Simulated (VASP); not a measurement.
Input:

```
CELL_PARAMETERS angstrom
      4.29000     0.00000     0.00000
      0.00000     4.29000     0.00000
      0.00000     0.00000     4.29000
ATOMIC_POSITIONS crystal
  Cs 0.00000 0.00000 0.00000
  Br 0.50000 0.50000 0.50000
```

Level of theory: revPBE GGA, VASP's PBE PAW potentials (set 64) (plane waves; VASP). Settings: 520 eV cut-off, 6×6×6 Γ-centred mesh, Gaussian smearing of 0.050 eV, potentials Cs_sv Br.

Energy and stress use the plane-wave basis of the starting cell.

### Question
The ions, cell shape and volume are relaxed. Give the cell that the relaxation ends in.

### Answer

```
CELL_PARAMETERS angstrom
      4.53640     0.00000     0.00000
      0.00000     4.53640     0.00000
      0.00000     0.00000     4.53640
ATOMIC_POSITIONS crystal
  Cs 0.00000 0.00000 0.00000
  Br 0.50000 0.50000 0.50000
```
Space group Pm-3m (221), at a tolerance of 0.03 Å.

### Question
How do energy and volume change from the first to the last step?

### Answer
The energy (σ→0) changes by -43.7 meV/atom and the volume by +18.2 %, in 4 ionic steps.

The compound is CsBr in the CsCl type structure. This run relaxes it. Symmetry was kept, so distortions that lower it aren't found.
